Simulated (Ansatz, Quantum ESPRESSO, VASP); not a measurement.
One structure in several programs: MnCo (Pm-3m, 2 atoms in the cell)

Self-consistent single point.

```xyz
2
Lattice="2.8536 0.0000 0.0000 0.0000 2.8536 0.0000 0.0000 0.0000 2.8536" Properties=species:S:1:pos:R:3 pbc="T T T"
Mn     0.0000     0.0000     0.0000
Co     1.4268     1.4268     1.4268
```
Moments meant for the start (each program seeds them in its own way; μB, in the order of the atoms Mn Co): 4.0 3.0.

Shared settings, as Ansatz (a quantum-chemistry and plane-wave program) writes them: kpoints.mp_grid.grid = 12 12 12; scf.occupations.method = gaussian; scf.occupations.width = 0.272 eV. Potentials and cutoffs stand in the table.

```csv
code,model,pressure (GPa),size of the net moment (μB/atom),cutoff
Quantum ESPRESSO,"LDA (PZ), GBRV 1.5 ultrasoft (LDA) pseudopotentials",-17.89,2.00,50 Ry
Ansatz,"LDA (PW92), default PAW files made with PBE",-17.32,2.00,default
VASP,"LDA (PZ), VASP's LDA PAW potentials (set 64)",-18.21,1.99,300 eV
```

On Ansatz's run: the magnetic order is the one reached from the typed start; others were not searched systematically.

The spread over the programs that give each value: pressure within 0.89 GPa; size of the net moment within 0.01 μB/atom.

Ansatz's pressure is given at a fixed set of plane waves, as the other plane-wave codes print theirs; with its correction for the finite basis it is -17.14 GPa. The same LDA comes in different parametrisations, which differ slightly.

VASP's run is marked for a possible Pulay error in its stress at this cutoff; no cutoff test was made.

The starting cell comes from a database of computed structures (which also holds hypothetical and non-ambient phases and stackings), without a prior relaxation at this level.

Left out of this page: GPAW, Elk and FLEUR (not drawn, or without a comparable value).

Keys are those of Ansatz 0.2.
